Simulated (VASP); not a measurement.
Here is a VASP 6.6.1 calculation.

POSCAR

```
InSbO2
1.0
    3.3425470000      0.0000000000      0.0000000000
   -1.6712740000      2.8947310000      0.0000000000
    0.0000000000      0.0000000000     13.6190600000
In Sb O
2 2 4
Direct
    0.0000000000      0.0000000000      0.0000000000
    0.0000000000      0.0000000000      0.5000000000
    0.3333330000      0.6666670000      0.2500000000
    0.6666670000      0.3333330000      0.7500000000
    0.3333330000      0.6666670000      0.0818710000
    0.6666670000      0.3333330000      0.5818710000
    0.3333330000      0.6666670000      0.4181290000
    0.6666670000      0.3333330000      0.9181290000
```

Contents of INCAR.step1:

```
SYSTEM = InSbO2
PREC     = Accurate       ! precision mode
ENCUT    = 520            ! plane-wave cutoff, eV
EDIFF    = 1E-8           ! SCF threshold, eV
ISMEAR   = 0              ! smearing method
SIGMA    = 0.1            ! smearing width, eV
LREAL    = .False.        ! projectors in reciprocal space
LASPH    = .True.         ! aspherical terms in the spheres
NELM     = 60             ! most SCF steps
ALGO     = Normal         ! electronic algorithm
ISIF     = 3              ! what is computed and relaxed
LWAVE    = .False.        ! write WAVECAR
LCHARG   = .False.        ! write CHGCAR
GGA      = PE             ! functional
KPAR     = 4            
IBRION   = 2              ! ionic algorithm
NSW      = 40             ! ionic steps
EDIFFG   = -0.002         ! ionic threshold
```

File INCAR.step2:

```
SYSTEM = InSbO2
PREC     = Accurate       ! precision mode
ENCUT    = 520            ! plane-wave cutoff, eV
EDIFF    = 1E-8           ! SCF threshold, eV
ISMEAR   = 0              ! smearing method
SIGMA    = 0.1            ! smearing width, eV
LREAL    = .False.        ! projectors in reciprocal space
LASPH    = .True.         ! aspherical terms in the spheres
NELM     = 60             ! most SCF steps
ALGO     = Normal         ! electronic algorithm
ISIF     = 2              ! what is computed and relaxed
LWAVE    = .False.        ! write WAVECAR
LCHARG   = .False.        ! write CHGCAR
GGA      = PE             ! functional
KPAR     = 4            
IBRION   = 6              ! ionic algorithm
NFREE    = 2            
POTIM    = 0.015          ! step
NSW      = 1              ! ionic steps
```

KPOINTS

```
regular mesh
0
Gamma
  10 10 4
  0 0 0
```

Potentials or basis: VASP PAW PBE potentials, release 64 (In_d, Sb, O).

Launch:

```sh
$ cat potpaw_PBE.64/In_d/POTCAR potpaw_PBE.64/Sb/POTCAR potpaw_PBE.64/O/POTCAR > POTCAR
$ cp INCAR.step1 INCAR
$ mpirun -np 4 vasp_std > vasp.out
$ cp CONTCAR POSCAR
$ cp INCAR.step2 INCAR
$ mpirun -np 4 vasp_std > vasp.out
```

(1) What does it give for the highest phonon frequency at Γ, LO-TO splitting left out?

Answers

(1) 497 cm⁻¹.
